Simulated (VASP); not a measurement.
Shape and ions are relaxed at each volume.

Here is the system:

```yaml
crystal:
  lattice:
    - [1.53268, -2.65468, 0.00000]
    - [1.53268, 2.65468, 0.00000]
    - [0.00000, 0.00000, 3.51544]
  atoms:
    - { symbol: Mg, position: [0.00000, 0.00000, 0.00000] }
    - { symbol: B, position: [0.33333, 0.66667, 0.50000] }
    - { symbol: B, position: [0.66667, 0.33333, 0.50000] }
```

These are revTPSS meta-GGA, VASP's PBE PAW potentials (set 64) (plane waves; VASP) values and carry that method's errors. Settings: 520 eV cut-off, 11×11×9 Γ-centred mesh, first-order Methfessel-Paxton smearing of 0.10 eV, potentials Mg B.

### Question
Give the energy at these volumes per atom, relative to the lowest: 8.94, 9.23, 9.51, 9.80, 10.08 Å³.

### Answer
18.5, 4.8, 0.0, 3.1, 13.1 meV/atom. A third-order Birch-Murnaghan fit gives B0 = 145 GPa and B0′ = 3.4.

The compound is MgB2 in the AlB2 type structure. It was relaxed first.
